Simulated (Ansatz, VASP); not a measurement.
# Ge2Sb2Te5: VASP beside Ansatz, part 3 of 3

Aim: how closely do two programs agree when they are given the same cell, functional and k mesh?  Valence electrons are named where the data sets of a main pair hold unlike numbers.

VASP 6.6.1 and Ansatz 0.2.0.

So far. Step 5 (VASP: band structure, r2SCAN): The run ends at a pressure of -0.76 GPa, with forces up to 0.39 eV/Å.

**10. Ansatz: band structure, BLYP**

Level of this step: Ansatz beside VASP: Kohn-Sham DFT, plane waves, BLYP (Ansatz).

The same cell, functional (in two slightly different forms), mesh and smearing now go to Ansatz, which takes its cutoff from its data sets.

The input, input.yaml:

```yaml
crystal:
  lattice:
    - [4.2940644248, 0.0, 0.0]
    - [-2.1470322124, 3.7187688774, 0.0]
    - [0.0, 0.0, 17.101346]
  atoms:
    - { symbol: Ge, position: [0.33333333, 0.66666667, 0.897105] }
    - { symbol: Ge, position: [0.66666667, 0.33333333, 0.102895] }
    - { symbol: Sb, position: [0.0, 0.0, 0.679932] }
    - { symbol: Sb, position: [0.0, 0.0, 0.320068] }
    - { symbol: Te, position: [0.0, 0.0, 0.0] }
    - { symbol: Te, position: [0.66666667, 0.33333333, 0.798458] }
    - { symbol: Te, position: [0.33333333, 0.66666667, 0.201542] }
    - { symbol: Te, position: [0.33333333, 0.66666667, 0.580108] }
    - { symbol: Te, position: [0.66666667, 0.33333333, 0.419892] }
hamiltonian:
  xc: blyp
  pseudopotentials: { kind: paw }
kpoints:
  mp_grid: { grid: [4, 4, 1] }
  band_path:
    path:
      - [0.0, 0.0, 0.0]
      - [0.13636, 0.0, 0.0]
      - [0.31818, 0.0, 0.0]
      - [0.5, 0.0, 0.0]
      - [0.4697, 0.06061, 0.0]
      - [0.40909, 0.18182, 0.0]
      - [0.34848, 0.30303, 0.0]
      - [0.30303, 0.30303, 0.0]
      - [0.18182, 0.18182, 0.0]
      - [0.06061, 0.06061, 0.0]
      - [0.0, 0.0, 0.0]
      - [0.0, 0.0, 0.18182]
      - [0.0, 0.0, 0.36364]
      - [0.0, 0.0, 0.5]
      - [0.13636, 0.0, 0.5]
      - [0.31818, 0.0, 0.5]
      - [0.5, 0.0, 0.5]
      - [0.4697, 0.06061, 0.5]
      - [0.40909, 0.18182, 0.5]
      - [0.34848, 0.30303, 0.5]
      - [0.30303, 0.30303, 0.5]
      - [0.18182, 0.18182, 0.5]
      - [0.06061, 0.06061, 0.5]
      - [0.5, 0.0, 0.5]
      - [0.5, 0.0, 0.31818]
      - [0.5, 0.0, 0.13636]
      - [0.5, 0.0, 0.0]
      - [0.33333, 0.33333, 0.13636]
      - [0.33333, 0.33333, 0.31818]
      - [0.33333, 0.33333, 0.5]
    npoints: 1
scf:
  occupations: { method: gaussian, width: 0.02 }
  n_extra_bands: 10
output:
  forces: true
  stress: true
  eigenvalues: true
```

Launch:

```
> ansatz run input.yaml --threads 4 --pin off --max-ram 9216MiB --backend cpu --events-out ev --progress --plain --runs-dir out
```

Numbers of over 12 decimals in the logs are rounded to 6 here.

What it wrote:

```text
[...]
Crystal: 9 atoms, lattice volume = 273.085 Å³
Basis set: ecut = 420 eV, 5295 PW (Γ), exchange–correlation on 60×60×240 points (8 copies of the dense FFT grid, shifted against one another)
Bands: 79, of which v1, the nominal top of the filled ones, is band 69 counted from 1 (68 counted from 0)
Symmetry: 12 space group operations
[...]
k-points: 4 of 16
[...]
--- Band table (eV) ---
  k-point 0: bands = [... 65 lower, 8.3493, 8.4411, 8.7406, 9.5828, 9.8770, 9.8770, 9.9870, 10.5037, ... 6 higher]
  k-point 1: bands = [... 65 lower, 8.0555, 8.4331, 8.9113, 9.0892, 10.2830, 10.3865, 10.5555, 11.1470, ... 6 higher]
  k-point 2: bands = [... 65 lower, 8.0013, 8.0898, 8.3115, 8.7769, 10.0962, 10.6202, 10.6218, 10.8482, ... 6 higher]
  k-point 3: bands = [... 65 lower, 7.6764, 8.0607, 8.3814, 9.0013, 10.4320, 11.1004, 11.1262, 11.1792, ... 6 higher]
[key lines of the parts left out:]
SCF converged after 9 iterations
Free energy (F): -56599.370112 eV
Fermi energy:    9.729435 eV
P = ⅓ Tr σ = 4.1365 GPa (41.365 kbar)
```

It took 4.9 s on 4 threads of Arm Neoverse V2, shared host; peak memory 0.91 GiB.

**11. Differences**

What differs besides the data sets and the points named for the pairs above, as far as they apply: the data sets hold 138 valence electrons in Ansatz (on its default PAW (the set named soft_2) files) and 68 in VASP; VASP's log shows a relativistic correction to its local exchange, Ansatz's none. Total energies have different zeros and are not compared.

Both answers:

```
                     quantity  Ansatz   VASP  difference
               pressure (GPa)    4.14   4.26       -0.13
gap over the path points (eV)   0.270  0.245      +0.025
```

Forces (eV/Å; atoms numbered as in POSCAR):

```
atom        Ansatz x, y, z          VASP x, y, z
 Ge1   0.000, 0.000, 0.041   0.000, 0.000, 0.042
 Ge2  0.000, 0.000, -0.041  0.000, 0.000, -0.042
 Sb3  0.000, 0.000, -0.086  0.000, 0.000, -0.053
 Sb4   0.000, 0.000, 0.086   0.000, 0.000, 0.053
 Te5   0.000, 0.000, 0.000   0.000, 0.000, 0.000
 Te6   0.000, 0.000, 0.106   0.000, 0.000, 0.107
 Te7  0.000, 0.000, -0.106  0.000, 0.000, -0.107
 Te8   0.000, 0.000, 0.065   0.000, 0.000, 0.020
 Te9  0.000, 0.000, -0.065  0.000, 0.000, -0.020
```

Levels at points of the path, from each program's valence-band top (eV; 4 filled, then empty):

```
k (reciprocal lattice)                                  Ansatz                                    VASP
     0.000 0.000 0.000   -1.23 -1.14 -0.84 0.00 0.29 0.29 0.40   -1.26 -1.15 -0.85 0.00 0.27 0.27 0.39
     0.136 0.000 0.000  -1.09 -1.06 -0.84 -0.26 0.58 0.61 0.97  -1.11 -1.09 -0.85 -0.26 0.56 0.58 0.95
     0.318 0.000 0.000  -1.73 -1.29 -1.10 -0.71 0.83 0.94 1.35  -1.75 -1.31 -1.11 -0.73 0.80 0.93 1.34
     0.500 0.000 0.000  -1.58 -1.49 -1.27 -0.81 0.51 1.04 1.04  -1.61 -1.52 -1.28 -0.82 0.49 1.01 1.02
     0.470 0.061 0.000  -1.96 -1.35 -0.90 -0.64 0.53 0.54 0.77  -1.98 -1.38 -0.91 -0.65 0.51 0.52 0.75
     0.409 0.182 0.000  -1.70 -1.35 -1.13 -0.82 0.63 1.19 1.30  -1.72 -1.37 -1.14 -0.83 0.60 1.17 1.28
     0.348 0.303 0.000  -2.23 -0.81 -0.79 -0.70 0.74 0.77 1.00  -2.25 -0.83 -0.80 -0.71 0.72 0.75 0.98
     0.303 0.303 0.000  -2.17 -0.95 -0.89 -0.65 0.77 0.91 1.05  -2.19 -0.96 -0.91 -0.66 0.75 0.89 1.03
     0.182 0.182 0.000  -1.61 -1.09 -0.62 -0.60 0.66 0.91 0.96  -1.63 -1.12 -0.63 -0.61 0.64 0.89 0.95
     0.061 0.061 0.000  -1.27 -0.69 -0.59 -0.42 0.27 0.62 0.70  -1.29 -0.71 -0.61 -0.42 0.24 0.60 0.68
```

The forces differ by 15 meV/Å r.m.s., which is 43.5 % of the r.m.s. force of 0.035 eV/Å (both taken over all components). Among the levels compared at these points, filled levels agree within 26 meV and empty ones within 28 meV. Ansatz's pressure holds a Pulay correction of 0.03 GPa; VASP's holds none.

**12. Further runs**

Further runs change the set-up of one program: Ansatz's method, potentials or start, or VASP's data sets, cutoff or form of LDA. The table gives Ansatz less VASP for each quantity, since a change that brings one quantity closer may part another.

```
                                        run  r.m.s. force difference (meV/Å)  pressure (GPa)  gap over the path points (eV)
                                   as above                               15           -0.13                          0.025
                       cores kept as stored                               15           -0.13                          0.024
          Ansatz's all-electron LAPW method                               14           -0.11                          0.024
    Ansatz's larger PAW set (cutoff 560 eV)                               14           -0.11                          0.024
norm-conserving potentials (cutoff 1120 eV)                               14           -0.17                          0.025
```

**13. Summary of results**

```json
{
  "largest difference of a filled level at the path points (band structure, PBEsol)": "17 meV",
  "r.m.s. force difference (band structure, PBEsol)": "10 meV/Å",
  "largest difference of a filled level at the path points (band structure, r2SCAN)": "17 meV",
  "r.m.s. force difference (band structure, r2SCAN)": "7.3 meV/Å",
  "r.m.s. force difference (band structure, BLYP)": "15 meV/Å"
}
```

What this shows: The r.m.s. force difference is 15 meV/Å (band structure, BLYP), beyond the 12 meV/Å picked in this series as the mark of a large difference. The data sets hold unlike numbers of valence electrons (138 in Ansatz and 68 in VASP), so part of the differences comes from the potentials. Band structure, r2SCAN, Ansatz's all-electron LAPW method: the difference in gap over the path points goes from 0.0028 to 2.0e-4 eV. Band structure, BLYP, norm-conserving potentials (cutoff 1120 eV): the difference in pressure goes from -0.13 to -0.17 GPa. 1 further run of this series is not shown here. Such differences can come from data sets, numerical settings and the points named under the comparisons, not from the functional's error against experiment.

[Lines on the potential files, build, host, timing and source positions are cut from VASP's logs without a mark.]

[Logs are printed without paths, hosts, clocks, repeated set-up lines and the standing remarks that a program may print on its own settings, such as how far it seeks lower states.]

[Hosts, paths, dates, database ids (printed as entryN), source tags and the programs' standing remarks are cut or masked in the printed files.]
